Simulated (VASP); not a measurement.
Output of a VASP run:

**OUTCAR**
```
 ion  position               nearest neighbor table
   1  0.333  0.667  0.250-   2 3.20   2 3.20   2 3.20   2 3.20   2 3.20   2 3.20
   2  0.667  0.333  0.750-   1 3.20   1 3.20   1 3.20   1 3.20   1 3.20   1 3.20
  LATTYP: Found a hexagonal cell.
 ALAT       =     3.2093000000
 C/A-ratio  =     1.6235004518
 Subroutine PRICEL returns:
 Original cell was already a primitive cell.
 Subroutine GETGRP returns: Found 24 space group operations
The static configuration has the point symmetry D_3d.
 The point group associated with its full space group is D_6h.
The dynamic configuration has the point symmetry D_3d.
 Subroutine INISYM returns: Found 24 space group operations
 Subroutine IBZKPT returns following result:
 Found     76 irreducible k-points:

 Following reciprocal coordinates:
            Coordinates               Weight
  0.000000  0.000000  0.000000      1.000000
  0.083333  0.000000  0.000000      6.000000
  0.166667  0.000000  0.000000      6.000000
  0.250000  0.000000  0.000000      6.000000
  0.333333  0.000000  0.000000      6.000000
  0.416667 -0.000000  0.000000      6.000000
  0.500000  0.000000  0.000000      3.000000
  0.083333  0.083333  0.000000      6.000000
  0.166667  0.083333  0.000000     12.000000
  0.250000  0.083333  0.000000     12.000000
  0.333333  0.083333  0.000000     12.000000
  0.416667  0.083333  0.000000     12.000000
  0.166667  0.166667  0.000000      6.000000
  0.250000  0.166667  0.000000     12.000000
  0.333333  0.166667  0.000000     12.000000
  0.416667  0.166667  0.000000      6.000000
  0.250000  0.250000  0.000000      6.000000
  0.333333  0.250000  0.000000     12.000000
  0.333333  0.333333  0.000000      2.000000
  0.000000  0.000000  0.142857      2.000000
  0.083333  0.000000  0.142857     12.000000
  0.166667  0.000000  0.142857     12.000000
  0.250000  0.000000  0.142857     12.000000
  0.333333  0.000000  0.142857     12.000000
  0.416667 -0.000000  0.142857     12.000000
  0.500000  0.000000  0.142857      6.000000
  0.083333  0.083333  0.142857     12.000000
  0.166667  0.083333  0.142857     24.000000
  0.250000  0.083333  0.142857     24.000000
  0.333333  0.083333  0.142857     24.000000
  0.416667  0.083333  0.142857     24.000000
  0.166667  0.166667  0.142857     12.000000
  0.250000  0.166667  0.142857     24.000000
  0.333333  0.166667  0.142857     24.000000
  0.416667  0.166667  0.142857     12.000000
  0.250000  0.250000  0.142857     12.000000
  0.333333  0.250000  0.142857     24.000000
  0.333333  0.333333  0.142857      4.000000
  0.000000  0.000000  0.285714      2.000000
  0.083333  0.000000  0.285714     12.000000
   k-points           NKPTS =     76   k-points in BZ     NKDIM =     76   number of bands    NBANDS=      6
   number of dos      NEDOS =    301   number of ions     NIONS =      2
   total plane-waves  NPLWV =  20736
   dimension x,y,z NGX =    24 NGY =   24 NGZ =   36
   dimension x,y,z NGXF=    48 NGYF=   48 NGZF=   72
   ions per type =               2
   PREC   = accura    normal or accurate (medium, high low for compatibility)
   ISTART =      0    job   : 0-new  1-cont  2-samecut
   ICHARG =      2    charge: 1-file 2-atom 10-const
   ISPIN  =      1    spin polarized calculation?
   LNONCOLLINEAR =      F non collinear calculations
   LSORBIT =      F    spin-orbit coupling
   INIWAV =      1    electr: 0-lowe 1-rand  2-diag
   ENCUT  =  400.0 eV  29.40 Ry    5.42 a.u.   5.23  5.23  8.50*2*pi/ulx,y,z
   NELM   =    100;   NELMIN=  2; NELMDL= -5     # of ELM steps
   EDIFF  = 0.1E-05   stopping-criterion for ELM
   LREAL  =      F    real-space projection
   NLSPLINE    = F    spline interpolate recip. space projectors
   LMAXMIX     =    2 max onsite mixed and CHGCAR
   VOSKOWN=      0    Vosko Wilk Nusair interpolation
   EDIFFG = -.1E-01   stopping-criterion for IOM
   NSW    =     60    number of steps for IOM
...
```

**OSZICAR**
```
       N       E                     dE             d eps       ncg     rms          rms(c)
DAV:   1    -0.106515383388E+01   -0.10652E+01   -0.10990E+03   912   0.381E+02
DAV:   2    -0.344444578182E+01   -0.23793E+01   -0.22343E+01  1290   0.252E+01
DAV:   3    -0.346103995463E+01   -0.16594E-01   -0.16560E-01  1278   0.283E+00
DAV:   4    -0.346107052428E+01   -0.30570E-04   -0.30569E-04  1260   0.106E-01
DAV:   5    -0.346107063620E+01   -0.11192E-06   -0.11224E-06  1236   0.515E-03    0.973E-01
DAV:   6    -0.345058574391E+01    0.10485E-01   -0.64158E-04  1122   0.233E-01    0.620E-01
DAV:   7    -0.344089593694E+01    0.96898E-02   -0.26819E-03  1026   0.425E-01    0.323E-02
DAV:   8    -0.344090146641E+01   -0.55295E-05   -0.14748E-05  1458   0.332E-02    0.636E-03
DAV:   9    -0.344090091376E+01    0.55265E-06   -0.95353E-07   990   0.600E-03
   1 F= -.34409009E+01 E0= -.34406234E+01  d E =-.344090E+01
       N       E                     dE             d eps       ncg     rms          rms(c)
DAV:   1    -0.344795222002E+01   -0.70508E-02   -0.26427E-02  1212   0.103E+00    0.538E-02
DAV:   2    -0.344790461802E+01    0.47602E-04   -0.94687E-05  1098   0.724E-02    0.343E-02
DAV:   3    -0.344786637041E+01    0.38248E-04   -0.10347E-05  1194   0.197E-02    0.158E-03
DAV:   4    -0.344786604569E+01    0.32473E-06   -0.12174E-07   738   0.249E-03
   2 F= -.34478660E+01 E0= -.34478226E+01  d E =-.696513E-02
       N       E                     dE             d eps       ncg     rms          rms(c)
DAV:   1    -0.344862450352E+01   -0.75813E-03   -0.47116E-03  1224   0.440E-01    0.211E-02
DAV:   2    -0.344861786019E+01    0.66433E-05   -0.16302E-05  1086   0.302E-02    0.135E-02
DAV:   3    -0.344861314551E+01    0.47147E-05   -0.10822E-06  1020   0.734E-03    0.616E-04
DAV:   4    -0.344861302237E+01    0.12314E-06   -0.19500E-08   588   0.107E-03
   3 F= -.34486130E+01 E0= -.34486652E+01  d E =-.771211E-02
       N       E                     dE             d eps       ncg     rms          rms(c)
DAV:   1    -0.344892343094E+01   -0.31029E-03   -0.11578E-03  1266   0.187E-01    0.103E-02
DAV:   2    -0.344892194387E+01    0.14871E-05   -0.59778E-06  1032   0.186E-02    0.637E-03
DAV:   3    -0.344892066765E+01    0.12762E-05   -0.15477E-06   822   0.528E-03    0.169E-04
DAV:   4    -0.344892066658E+01    0.10666E-08   -0.32792E-08   522   0.141E-03
   4 F= -.34489207E+01 E0= -.34490482E+01  d E =-.307644E-03
       N       E                     dE             d eps       ncg     rms          rms(c)
DAV:   1    -0.344899640801E+01   -0.75740E-04   -0.53212E-04  1272   0.127E-01    0.845E-03
DAV:   2    -0.344899522899E+01    0.11790E-05   -0.28592E-06  1014   0.127E-02    0.523E-03
DAV:   3    -0.344899430882E+01    0.92018E-06   -0.96745E-07   684   0.413E-03
   5 F= -.34489943E+01 E0= -.34491407E+01  d E =-.381286E-03
```

### OUTCAR
```
------------------------ aborting loop because EDIFF is reached ----------------------------------------
  FORCE on cell =-STRESS in cart. coord.  units (eV):
  Direction    XX          YY          ZZ          XY          YZ          ZX
  --------------------------------------------------------------------------------------
  Total        0.0147178      0.0147178      0.0021893      0.0000000      0.0000000      0.0000000
  in kB        0.5252418      0.5252416      0.0781290      0.0000000      0.0000000      0.0000000
  external PRESSURE =       0.3762041 kB  Pullay stress =       0.0000000 kB
  volume of cell :       44.89
      direct lattice vectors                 reciprocal lattice vectors
     3.190914452  0.000000000  0.000000000     0.313389787  0.180935699 -0.000000000
    -1.595457226  2.763412654 -0.000000000     0.000000000  0.361871398 -0.000000000
     0.000000000  0.000000000  5.091360608     0.000000000  0.000000000  0.196411152
 POSITION                                       TOTAL-FORCE (eV/Angst)
 -----------------------------------------------------------------------------------
     -0.00000      1.84228      1.27284        -0.000000     -0.000000      0.000000
      1.59546      0.92114      3.81852         0.000000      0.000000      0.000000
 -----------------------------------------------------------------------------------
    total drift:                               -0.000001      0.000001     -0.000003
  FREE ENERGIE OF THE ION-ELECTRON SYSTEM (eV)
  ---------------------------------------------------
  free  energy   TOTEN  =        -3.4489943088 eV

  energy  without entropy=       -3.4494334349  energy(sigma->0) =       -3.44914068

 reached required accuracy - stopping structural energy minimisation
```
(Selected blocks of OUTCAR.)

File POSCAR:
```
Mg
1
    3.2093000000     0.0000000000     0.0000000000
   -1.6046500000     2.7793350000     0.0000000000
    0.0000000000     0.0000000000     5.2103000000
Mg
2
Direct
  0.3333330000   0.6666670000   0.2500000000
  0.6666670000   0.3333330000   0.7500000000
```

Q: Reconstruct the remaining input files.

A: This is not unique; one that fits is the input of the run itself, PBEsol GGA, plane waves, VASP's PBE PAW potentials (set 64).

KPOINTS:
```
kpoints
0
gamma
 12 12 7
0 0 0
```

**INCAR**
```
! general
SYSTEM  =  Mg
PREC    =  Accurate
ENCUT   =  400
LREAL   =  .False.
LASPH   =  .True.

! electronic loop
EDIFF   =  1E-6
NELM    =  100
ALGO    =  Normal

! smearing
ISMEAR  =  1
SIGMA   =  0.1

! functional
GGA     =  PS

! ions
IBRION  =  2
NSW     =  60
ISIF    =  3
EDIFFG  =  -0.01

! output
LWAVE   =  .False.
LCHARG  =  .False.
```

POTCAR, in this order: Mg (PBE.64 set). Program: vasp_std.

Energy and stress use the plane-wave basis of the starting cell.

The structure comes from a measured Mg entry (P6_3/mmc) of the Crystallography Open Database, whose conditions weren't checked. This run relaxes it. Symmetry was kept, so distortions that lower it aren't found.
